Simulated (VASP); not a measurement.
Given:

```xyz
4
Lattice="1.6218 -2.8090 0.0000 1.6218 2.8090 0.0000 0.0000 0.0000 5.2789" Properties=species:S:1:pos:R:3 pbc="T T T"
Ga     1.6218    -0.9363     2.6396
Ga     1.6218     0.9363     0.0002
N      1.6218    -0.9363     4.6295
N      1.6218     0.9363     1.9900
```

All values below come from RPBE GGA, VASP's PBE PAW potentials (set 64) (plane waves; VASP 6.6.1). Numerical set-up: 520 eV cut-off, 9×9×5 Γ-centred mesh, tetrahedra with Blöchl corrections, potentials Ga_d N.

**Question.** What does the run give for the energy per atom (σ→0), band gap (on the k-mesh) with the smallest direct gap where there is one?

**Answer.** 
```yaml
band gap (on the k-mesh): 1.63 eV
smallest direct gap (on the k-mesh): 1.63 eV
energy per atom (σ→0): -5.673 eV/atom
```

Total energies compare only between runs with the same potentials, cut-off and functional.

The compound is GaN in the wurtzite structure. It was relaxed first, which changed the volume by +5 %.
